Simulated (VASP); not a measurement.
# CdS (Greenockite) with SCAN: from relaxation to properties, part 5 of 5

What structure does CdS (Greenockite) take at this level, and what are its properties? The start is a cell from a database of measured crystal structures.

VASP 6.6.1, plane waves and PAW; the level of theory is named at each step.

Still holding for the runs below: Spin-orbit coupling is off here; it would split degenerate levels.

So far, gap on the k-mesh (eV): step 2 (full relaxation (SCAN)) 1.56; step 3 (density, ELF and potential (SCAN)) 1.57; step 5 (total and projected DOS (SCAN)) 1.57; step 6 (optical spectrum (SCAN)) 1.57; step 8 (starting orbitals for the hybrid) 1.56.

The database entry behind the starting cell differs from later determinations by our own check (about 0.35 % long), so it need not match the best structure at ambient conditions.

### 9. Bands along the symmetry lines (HSE06)

This step: HSE06; plane waves and PAW (Cd, S) (VASP 6.6.1).

HSE06 mixes in a quarter of exact exchange at short range, at far higher cost; in semiconductors this cures much of the gap error, while metals seldom gain.

The input, INCAR:

```
SYSTEM = CdS
PREC = Accurate
ENCUT = 400
EDIFF = 1E-06
NELM = 100
ISMEAR = 0
SIGMA = 0.05
LREAL = .FALSE.
ALGO = Normal
LHFCALC = .TRUE.
AEXX = 0.25
GGA = PE
HFSCREEN = 0.2
LASPH = .TRUE.
NBANDS = 24
PRECFOCK = Fast
LORBIT = 11
LWAVE = .FALSE.
LCHARG = .FALSE.
KPAR = 4
```

The input, POSCAR:

```
CdS
1.0
    4.1449408492      0.0000000000      0.0000000000
   -2.0724704246      3.5896240726      0.0000000000
    0.0000000000      0.0000000000      6.7587248543
Cd S
2 2
Direct
    0.3333333333      0.6666666667      0.9996109322
    0.6666666667      0.3333333333      0.4996109322
    0.3333333333      0.6666666667      0.3753890678
    0.6666666667      0.3333333333      0.8753890678
```

The input, KPOINTS:

```
Automatic mesh
0
Gamma
4 4 2
0 0 0
```

The input, KPOINTS_OPT:

```
Line mode
6
Line-mode
Reciprocal
  0.00000000   0.00000000   0.00000000 GAMMA
  0.50000000   0.00000000   0.00000000 M

  0.50000000   0.00000000   0.00000000 M
  0.33333333   0.33333333   0.00000000 K

  0.33333333   0.33333333   0.00000000 K
  0.00000000   0.00000000   0.00000000 GAMMA

  0.00000000   0.00000000   0.00000000 GAMMA
  0.00000000   0.00000000   0.50000000 A

  0.00000000   0.00000000   0.50000000 A
  0.50000000   0.00000000   0.50000000 L

  0.50000000   0.00000000   0.50000000 L
  0.33333333   0.33333333   0.50000000 H

  0.33333333   0.33333333   0.50000000 H
  0.00000000   0.00000000   0.50000000 A

  0.50000000   0.00000000   0.50000000 L
  0.50000000   0.00000000   0.00000000 M

  0.33333333   0.33333333   0.00000000 K
  0.33333333   0.33333333   0.50000000 H
```

PAW data sets: Cd and S (PBE family, release 64).

The WAVECAR or CHGCAR of an earlier step is read.

Command:

```console
$ mpirun -np 4 vasp_std
```

What it wrote:

```text
[banner, memory and clock lines left out]
running    4 mpi-ranks, on    1 nodes
 distrk:  each k-point on    1 cores,    4 groups
 distr:  one band on    1 cores,    1 groups

 POSCAR found type information on POSCAR CdS
 POSCAR found :  2 types and       4 ions
 LDA part: xc-table for (Slater+PW92), standard interpolation
 found WAVECAR, reading the header
 POSCAR, INCAR and KPOINTS ok, starting setup
 FFT: planning ... GRIDC
 FFT: planning ... GRID_SOFT
 FFT: planning ... GRID
 reading WAVECAR
 the WAVECAR file was read successfully
 initial charge from wavefunction
 entering main loop
       N       E                     dE             d eps       ncg     rms          rms(c)
DAV:   1    -0.152487586868E+02   -0.15249E+02   -0.32497E-01   384   0.593E+00    0.122E+00
DAV:   2    -0.152539185570E+02   -0.51599E-02   -0.57309E-02   416   0.251E+00    0.815E-01
DAV:   3    -0.152536501707E+02    0.26839E-03   -0.22865E-03   456   0.474E-01    0.537E-01
DAV:   4    -0.152536600274E+02   -0.98567E-05   -0.27394E-04   456   0.126E-01    0.331E-01
DAV:   5    -0.152536752556E+02   -0.15228E-04   -0.27932E-05   432   0.317E-02    0.201E-01
DAV:   6    -0.152536830420E+02   -0.77864E-05   -0.50909E-06   384   0.132E-02    0.122E-01
DAV:   7    -0.152536874702E+02   -0.44283E-05   -0.24416E-06   368   0.966E-03    0.747E-02
DAV:   8    -0.152536900478E+02   -0.25775E-05   -0.12069E-06   352   0.661E-03    0.463E-02
DAV:   9    -0.152536914432E+02   -0.13954E-05   -0.58561E-07   312   0.447E-03    0.287E-02
DAV:  10    -0.152536921536E+02   -0.71042E-06   -0.31773E-07   296   0.327E-03
   1 F= -.15253692E+02 E0= -.15253692E+02  d E =-.168733E-13
 Start KPOINTS_OPT (optional k-point list driver)
k-point batch [1-8\54]
       N       E                     dE             ncg
DAV:   1     0.507777796449E+03   -0.42095E+04      384
DAV:   2    -0.165409044168E+04   -0.21619E+04      440
DAV:   3    -0.179596138301E+04   -0.14187E+03      440
DAV:   4    -0.179893274737E+04   -0.29714E+01      472
DAV:   5    -0.179896783726E+04   -0.35090E-01      472
DAV:   6    -0.179896847621E+04   -0.63895E-03      448
DAV:   7    -0.179896849228E+04   -0.16064E-04      448
DAV:   8    -0.179896849279E+04   -0.50821E-06      344
[...]
k-point batch [49-54\54]
       N       E                     dE             ncg
DAV:   1     0.209315830414E+04   -0.60437E+04      288
DAV:   2     0.538840266198E+03   -0.15543E+04      328
DAV:   3     0.446852524785E+03   -0.91988E+02      368
DAV:   4     0.445051833689E+03   -0.18007E+01      336
DAV:   5     0.445033335201E+03   -0.18498E-01      336
DAV:   6     0.445033049961E+03   -0.28524E-03      336
DAV:   7     0.445033043857E+03   -0.61033E-05      336
DAV:   8     0.445033043707E+03   -0.15047E-06      240
```

Run time: 7 min. Hardware: 4 MPI ranks of Intel Xeon Platinum 8559C (Emerald Rapids), shared host; peak memory 1.2 GiB.

OUTCAR, selected parts (step 9):

```text
   k-points           NKPTS =      8   k-points in BZ     NKDIM =     32   number of bands    NBANDS=     24

   NELECT =      36.0000    total number of electrons

  exchange ACFDT corr.  =         0.00000000  see jH, gK, PRB 81, 115126

 E-fermi :   0.7974

 k-point     1 :       0.0000    0.0000    0.0000
  band No.  band energies     occupation
    ...
     14      -0.2539      2.00000
     15      -0.2539      2.00000
     16       0.4972      2.00000
     17       0.5455      2.00000
     18       0.5455      2.00000
     19       2.7881      0.00000
     20       4.4570      0.00000
     21       8.2075      0.00000
     22       8.2075      0.00000
     23       8.4974      0.00000
    ...

 POSITION                                       TOTAL-FORCE (eV/Angst)
 -----------------------------------------------------------------------------------
     -0.00000      2.39308      6.75610        -0.000000      0.000000     -0.000643
      2.07247      1.19654      3.37673         0.000000     -0.000000     -0.000643
     -0.00000      2.39308      2.53715        -0.000000      0.000000      0.000643
      2.07247      1.19654      5.91651         0.000000     -0.000000      0.000643
 -----------------------------------------------------------------------------------
    total drift:                                0.000009      0.000000     -0.000200

  FREE ENERGIE OF THE ION-ELECTRON SYSTEM (eV)
  ---------------------------------------------------
  free  energy   TOTEN  =       -15.2536921536 eV

  energy  without entropy=      -15.2536921536  energy(sigma->0) =      -15.25369215

[... 8 parts as in an earlier step ...]

[... 8 further parts left out ...]
```

The k-mesh is coarse for exact exchange; levels may shift by about 0.1 eV on a finer one.

Numbers from this step:

```yaml
electronic_steps: 10
free_energy_toten: -15.25 eV
fermi_energy: 0.7974 eV
least_gap_on_mesh_and_path: 2.242 eV
least_direct_gap_on_mesh_and_path: 2.243 eV
```

Electronic bands along the path, in eV, zero at the valence-band top; v1 is the highest filled band, c1 the lowest empty one:

```
          point     v4     v3     v2     v1    c1    c2    c3    c4
              Γ  -0.80  -0.05   0.00   0.00  2.24  3.91  7.66  7.66
0.40 of the way  -1.52  -1.25  -0.35  -0.28  3.65  5.01  6.76  7.80
              M  -2.79  -1.97  -1.36  -0.79  4.86  4.95  6.09  7.66
0.60 of the way  -2.92  -2.30  -1.58  -1.43  5.66  5.91  6.15  7.68
              K  -3.26  -1.95  -1.95  -1.74  5.59  6.40  6.40  8.24
0.60 of the way  -1.96  -1.37  -0.46  -0.44  3.98  5.37  6.71  7.29
              Γ  -0.80  -0.05   0.00   0.00  2.24  3.91  7.66  7.66
0.60 of the way  -0.64  -0.64  -0.17  -0.17  3.32  4.01  7.34  7.77
              A  -0.41  -0.41  -0.41  -0.41  3.94  3.94  7.33  7.33
0.40 of the way  -1.26  -1.26  -0.79  -0.79  4.87  4.87  6.56  6.56
              L  -1.42  -1.42  -1.40  -1.40  4.52  4.52  6.50  6.50
0.40 of the way  -1.90  -1.90  -1.26  -1.26  4.93  4.93  6.75  6.75
              H  -2.56  -2.56  -1.19  -1.19  5.53  5.53  7.14  7.14
0.60 of the way  -1.32  -1.32  -0.99  -0.99  5.13  5.13  6.48  6.48
              A  -0.41  -0.41  -0.41  -0.41  3.94  3.94  7.33  7.33
      jump to L  -1.42  -1.42  -1.40  -1.40  4.52  4.52  6.50  6.50
0.60 of the way  -2.42  -1.87  -1.22  -0.92  4.47  4.99  6.57  6.99
              M  -2.79  -1.97  -1.36  -0.79  4.86  4.95  6.09  7.66
      jump to K  -3.26  -1.95  -1.95  -1.74  5.59  6.40  6.40  8.24
0.40 of the way  -3.13  -1.91  -1.67  -1.67  5.90  6.13  6.13  8.10
              H  -2.56  -2.56  -1.19  -1.19  5.53  5.53  7.14  7.14
```

Of the projections kept (Cd, S), the largest for each band there; the rest of the weight can lie on other orbitals:

| point | v4 | v3 | v2 | v1 | c1 | c2 | c3 | c4 |
| --- | --- | --- | --- | --- | --- | --- | --- | --- |
| Γ | S 0.79 | S 0.81 | S 0.80 | S 0.80 | Cd 0.55 | Cd 0.72 | Cd 1.00 | Cd 1.00 |
| M | S 0.73 | S 0.79 | S 0.76 | S 0.79 | Cd 0.58 | Cd 0.83 | Cd 0.55 | S 0.59 |
| K | S 0.77 | S 0.75 | S 0.75 | S 0.75 | Cd 0.86 | Cd 0.51 | Cd 0.51 | S 0.74 |
| Γ | S 0.79 | S 0.81 | S 0.80 | S 0.80 | Cd 0.55 | Cd 0.72 | Cd 1.00 | Cd 1.00 |
| A | S 0.79 | S 0.79 | S 0.79 | S 0.79 | Cd 0.54 | Cd 0.54 | Cd 0.53 | Cd 0.53 |
| L | S 0.79 | S 0.79 | S 0.78 | S 0.78 | Cd 0.72 | Cd 0.72 | Cd 0.77 | Cd 0.77 |

The gap moves by +0.68 eV against SCAN, which ran on another mesh.

### 10. Bands along the symmetry lines (TB-mBJ)

This step: TB-mBJ; plane waves and PAW (Cd, S) (VASP 6.6.1).

The mesh alone shows little of the dispersion and can miss band extrema, so KPOINTS_OPT adds a path through the symmetry points after the self-consistent cycle. TB-mBJ is a local potential fitted to gaps: it costs far less than a hybrid but gives no energy.

The input, INCAR:

```
SYSTEM = CdS
PREC = Accurate
ENCUT = 400
EDIFF = 1E-06
NELM = 150
ISMEAR = 0
SIGMA = 0.05
LREAL = .FALSE.
ALGO = Normal
METAGGA = MBJ
LASPH = .TRUE.
NBANDS = 32
LORBIT = 11
LWAVE = .FALSE.
LCHARG = .FALSE.
KPAR = 4
```

POSCAR is that of step 9.

The input, KPOINTS:

```
Automatic mesh
0
Gamma
6 6 3
0 0 0
```

Edit KPOINTS_OPT of step 9 so:

```diff
@@ -1,3 +1,3 @@
 Line mode
-6
+16
 Line-mode
```

Command:

```console
$ mpirun -np 4 vasp_std
```

What it wrote:

```text
[... set-up lines as in an earlier step ...]
 entering main loop
       N       E                     dE             d eps       ncg     rms          rms(c)
DAV:   1     0.827741299715E+03    0.82774E+03   -0.14943E+04   896   0.845E+02
DAV:   2     0.608925655094E+03   -0.21882E+03   -0.20849E+03  1016   0.251E+02
DAV:   3     0.598360988448E+03   -0.10565E+02   -0.10506E+02  1088   0.567E+01
DAV:   4     0.598291083191E+03   -0.69905E-01   -0.69896E-01  1016   0.461E+00
DAV:   5     0.598290332437E+03   -0.75075E-03   -0.75074E-03  1112   0.445E-01    0.169E+01
DAV:   6     0.598135999848E+03   -0.15433E+00   -0.16006E+01   968   0.370E+01    0.290E+01
DAV:   7     0.597938123806E+03   -0.19788E+00   -0.90889E-01   968   0.602E+00    0.347E+01
DAV:   8     0.600978474945E+03    0.30404E+01   -0.31619E+00   960   0.138E+01    0.176E+01
DAV:   9     0.602990642638E+03    0.20122E+01   -0.71559E-01  1072   0.478E+00    0.189E+01
DAV:  10     0.601772485071E+03   -0.12182E+01   -0.53805E-01   984   0.406E+00    0.222E+01
DAV:  11     0.603469120002E+03    0.16966E+01   -0.87765E-01   920   0.482E+00    0.473E+00
DAV:  12     0.603774697798E+03    0.30558E+00   -0.72938E-01  1064   0.487E+00    0.352E+00
DAV:  13     0.604708576124E+03    0.93388E+00   -0.36856E-02  1008   0.116E+00    0.295E+00
DAV:  14     0.604776924683E+03    0.68349E-01   -0.67496E-02  1064   0.167E+00    0.160E+00
DAV:  15     0.603509010111E+03   -0.12679E+01   -0.19825E-01   992   0.179E+00    0.704E+00
DAV:  16     0.603228586824E+03   -0.28042E+00   -0.10386E-01  1064   0.191E+00    0.532E+00
DAV:  17     0.602089028705E+03   -0.11396E+01   -0.10945E-01  1000   0.169E+00    0.110E+01
DAV:  18     0.601511958353E+03   -0.57707E+00   -0.11707E-01  1064   0.159E+00    0.122E+01
DAV:  19     0.601245510784E+03   -0.26645E+00   -0.14013E-02  1040   0.787E-01    0.131E+01
DAV:  20     0.601210592054E+03   -0.34919E-01   -0.58979E-03  1040   0.400E-01    0.118E+01
DAV:  21     0.601555165146E+03    0.34457E+00   -0.22415E-02  1008   0.742E-01    0.101E+01
DAV:  22     0.601439169792E+03   -0.11600E+00   -0.11834E-02  1024   0.679E-01    0.117E+01
DAV:  23     0.601465239197E+03    0.26069E-01   -0.35482E-03  1016   0.295E-01    0.113E+01
DAV:  24     0.601666307162E+03    0.20107E+00   -0.10586E-02   992   0.496E-01    0.101E+01
DAV:  25     0.601935799824E+03    0.26949E+00   -0.11216E-02  1064   0.428E-01    0.857E+00
DAV:  26     0.602290759852E+03    0.35496E+00   -0.19056E-02  1016   0.578E-01    0.722E+00
DAV:  27     0.602491576568E+03    0.20082E+00   -0.12767E-02  1072   0.636E-01    0.741E+00
DAV:  28     0.602315672478E+03   -0.17590E+00   -0.18052E-02   968   0.593E-01    0.817E+00
DAV:  29     0.602399205030E+03    0.83533E-01   -0.14395E-02  1072   0.823E-01    0.529E+00
DAV:  30     0.602469642635E+03    0.70438E-01   -0.13079E-03  1040   0.315E-01    0.302E+00
[...]
DAV:  55     0.602894587744E+03   -0.71720E-04   -0.11739E-09   448   0.227E-04    0.834E-04
DAV:  56     0.602894636048E+03    0.48304E-04   -0.61190E-10   448   0.174E-04    0.203E-04
DAV:  57     0.602894630047E+03   -0.60005E-05   -0.15708E-10   448   0.748E-05    0.276E-04
DAV:  58     0.602894650473E+03    0.20426E-04   -0.34699E-11   448   0.424E-05    0.960E-05
DAV:  59     0.602894649460E+03   -0.10133E-05   -0.29162E-11   448   0.325E-05    0.147E-04
DAV:  60     0.602894671652E+03    0.22193E-04   -0.39943E-11   448   0.357E-05    0.408E-05
DAV:  61     0.602894675065E+03    0.34124E-05   -0.35293E-11   448   0.368E-05    0.444E-06
DAV:  62     0.602894676288E+03    0.12237E-05   -0.82521E-12   448   0.135E-05    0.754E-06
DAV:  63     0.602894673464E+03   -0.28244E-05    0.52683E-12   448   0.710E-06    0.219E-05
DAV:  64     0.602894674488E+03    0.10241E-05    0.57504E-12   448   0.736E-06    0.567E-06
DAV:  65     0.602894673015E+03   -0.14731E-05    0.53470E-12   448   0.311E-06    0.373E-06
DAV:  66     0.602894672309E+03   -0.70541E-06   -0.38992E-13   448   0.295E-06
   1 F= 0.60289467E+03 E0= 0.60289467E+03  d E =-.596362E-13
 Start KPOINTS_OPT (optional k-point list driver)
k-point batch [1-14\144]
       N       E                     dE             ncg
DAV:   1     0.107999248116E+04   -0.40688E+04      904
DAV:   2    -0.202544391610E+04   -0.31054E+04     1032
DAV:   3    -0.216416421242E+04   -0.13872E+03     1104
DAV:   4    -0.216501553622E+04   -0.85132E+00      960
DAV:   5    -0.216502479075E+04   -0.92545E-02     1120
DAV:   6    -0.216502497477E+04   -0.18402E-03     1008
DAV:   7    -0.216502498001E+04   -0.52449E-05     1136
DAV:   8    -0.216502498017E+04   -0.16075E-06      648
[...]
k-point batch [141-144\144]
       N       E                     dE             ncg
DAV:   1     0.106778696222E+05   -0.40376E+04      264
DAV:   2     0.983978861567E+04   -0.83808E+03      288
DAV:   3     0.980456505579E+04   -0.35224E+02      320
DAV:   4     0.980436172138E+04   -0.20333E+00      304
DAV:   5     0.980435955276E+04   -0.21686E-02      312
DAV:   6     0.980435951414E+04   -0.38616E-04      280
DAV:   7     0.980435951326E+04   -0.87758E-06      296
```

The job ended after 94 s (4 MPI ranks; peak memory 0.86 GiB; 6 min of CPU time).

Parts of OUTCAR (step 10):

```text
   NELECT =      36.0000    total number of electrons

 E-fermi :   1.6683

 k-point     1 :       0.0000    0.0000    0.0000
  band No.  band energies     occupation
    ...
     14       0.7747      2.00000
     15       0.7747      2.00000
     16       1.3884      2.00000
     17       1.4290      2.00000
     18       1.4291      2.00000
     19       4.1273      0.00000
     20       5.5827      0.00000
     21       9.0724      0.00000
     22       9.0728      0.00000
     23       9.3150      0.00000
    ...

  Total      -76.8704424    -76.8704424    -77.0442447      0.0000000      0.0000000      0.0000000
  in kB    -1224.7230451  -1224.7230451  -1227.4921164      0.0000000      0.0000000      0.0000000
  external PRESSURE =   -1225.6460689 kB  Pullay stress =       0.0000000 kB

 POSITION                                       TOTAL-FORCE (eV/Angst)
 -----------------------------------------------------------------------------------
     -0.00000      2.39308      6.75610        -0.000000      0.000000     -0.022752
      2.07247      1.19654      3.37673         0.000000     -0.000000     -0.022752
     -0.00000      2.39308      2.53715        -0.000000      0.000000      0.022752
      2.07247      1.19654      5.91651        -0.000000      0.000000      0.022752
 -----------------------------------------------------------------------------------
    total drift:                                0.000000      0.000001      0.008592

  FREE ENERGIE OF THE ION-ELECTRON SYSTEM (eV)
  ---------------------------------------------------
  free  energy   TOTEN  =       602.8946723094 eV

  energy  without entropy=      602.8946723094  energy(sigma->0) =      602.89467231

[... 9 parts as in an earlier step ...]

[... 8 further parts left out ...]
```

This functional is a potential without an energy, so its energies, forces and stress mean nothing and are not read.

This step gave:

| Item | Value |
| --- | --- |
| electronic steps | 66 |
| bands | 32 |
| irreducible k points | 14 |
| Fermi energy | 1.668 eV |
| least gap on mesh and path | 2.698 eV |
| least direct gap on mesh and path | 2.698 eV |

The electronic bands at the labelled points (eV, zero at the valence-band top; v1 is the highest filled band, c1 the lowest empty one):

```
          point     v4     v3     v2     v1    c1    c2    c3    c4
              Γ  -0.65  -0.04   0.00   0.00  2.70  4.15  7.64  7.64
0.53 of the way  -1.70  -1.22  -0.47  -0.36  4.30  5.26  6.65  7.46
              M  -2.28  -1.63  -1.08  -0.65  4.92  5.12  6.19  7.54
0.53 of the way  -2.33  -1.88  -1.23  -1.08  5.51  5.89  6.08  7.63
              K  -2.65  -1.59  -1.59  -1.40  5.86  6.16  6.16  8.27
0.53 of the way  -1.84  -1.30  -0.50  -0.46  4.43  5.58  6.77  7.08
              Γ  -0.65  -0.04   0.00   0.00  2.70  4.15  7.64  7.64
0.53 of the way  -0.55  -0.55  -0.11  -0.11  3.43  4.23  7.42  7.70
              A  -0.34  -0.34  -0.34  -0.34  4.15  4.15  7.32  7.32
0.53 of the way  -1.15  -1.15  -0.81  -0.81  5.06  5.06  6.55  6.55
              L  -1.16  -1.16  -1.16  -1.16  4.76  4.76  6.47  6.47
0.47 of the way  -1.63  -1.63  -1.03  -1.03  5.18  5.18  6.76  6.76
              H  -2.07  -2.07  -0.99  -0.99  5.58  5.58  7.23  7.23
0.47 of the way  -1.22  -1.22  -1.04  -1.04  5.36  5.36  6.61  6.61
              A  -0.34  -0.34  -0.34  -0.34  4.15  4.15  7.32  7.32
      jump to L  -1.16  -1.16  -1.16  -1.16  4.76  4.76  6.47  6.47
0.47 of the way  -1.79  -1.48  -0.95  -0.83  4.58  5.16  6.65  6.65
              M  -2.28  -1.63  -1.08  -0.65  4.92  5.12  6.19  7.54
      jump to K  -2.65  -1.59  -1.59  -1.40  5.86  6.16  6.16  8.27
0.47 of the way  -2.51  -1.59  -1.31  -1.31  5.93  5.93  6.22  7.87
              H  -2.07  -2.07  -0.99  -0.99  5.58  5.58  7.23  7.23
```

Of the projections kept (Cd, S), the largest for each band there; the rest of the weight can lie on other orbitals:

```csv
point,v4,v3,v2,v1,c1,c2,c3,c4
Γ,S 0.79,S 0.80,S 0.79,S 0.79,Cd 0.55,Cd 0.72,Cd 1.00,Cd 1.00
M,S 0.75,S 0.81,S 0.76,S 0.79,Cd 0.60,Cd 0.81,Cd 0.60,S 0.57
K,S 0.79,S 0.76,S 0.76,S 0.75,Cd 0.87,Cd 0.54,Cd 0.54,S 0.70
Γ,S 0.79,S 0.80,S 0.79,S 0.79,Cd 0.55,Cd 0.72,Cd 1.00,Cd 1.00
A,S 0.79,S 0.79,S 0.79,S 0.79,Cd 0.55,Cd 0.55,Cd 0.56,Cd 0.56
L,S 0.79,S 0.79,S 0.78,S 0.78,Cd 0.72,Cd 0.72,Cd 0.76,Cd 0.76
```

The gap moves by +1.13 eV against SCAN.

### 11. Results

| Item | Value |
| --- | --- |
| relaxed volume | 25.14 Å³/atom |
| relaxed conventional cell a, b, c | 4.145, 4.145, 6.759 Å; angles 90.0, 90.0, 120.0° |
| space group after relaxing, within 0.02 Å | P6_3mc (No. 186) |
| band gap | 1.57 eV, direct |
| gap among the points of the DOS mesh alone, an upper bound | 1.57 eV |
| strongest peak of ε2, mean over directions | 7.13 eV |
| ε1 at zero frequency, no local fields, mean | 5.66 |
| band gap (SCAN + SOC) | 1.55 eV, direct |
| band gap (HSE06) | 2.24 eV, direct |
| band gap (TB-mBJ) | 2.70 eV, direct |

With SCAN, CdS (Greenockite) relaxes to 25.14 Å³/atom in space group P6_3mc (held by the symmetry of the run) and has a direct gap of 1.57 eV (2.24 eV with HSE06). Against the listed cell the volume lies +0.1 % (a -0.1 %, c +0.3 %). Band structure (SCAN): The path shows a direct gap of 1.57 eV (valence top at Γ, conduction bottom at Γ). Band structure (SCAN + SOC): On this path the gap is direct, 1.55 eV, with the valence top at Γ and the conduction bottom at Γ. Bands along the symmetry lines (HSE06): On this path the gap is direct, 2.24 eV, with the valence top at Γ and the conduction bottom at Γ. Bands along the symmetry lines (TB-mBJ): On this path the gap is direct, 2.70 eV, with the valence top at Γ and the conduction bottom at Γ. The other levels ran on the cell relaxed with SCAN, and without spin-orbit coupling unless named. Semilocal functionals usually underestimate gaps. No search among competing phases was made, and a listed structure need not be the one stable at ambient conditions. All values are for a static lattice at zero temperature.

[Lines on the potential files, build, host, timing and source positions are cut from VASP's logs without a mark.]

[Logs are printed without paths, hosts, clocks, repeated set-up lines and the standing remarks that a program may print on its own settings, such as how far it seeks lower states.]

[Hosts, paths, dates, database ids (printed as entryN), source tags and the programs' standing remarks are cut or masked in the printed files.]

[A measured line is paired with the nearest computed mode of its activity, which favours agreement.]
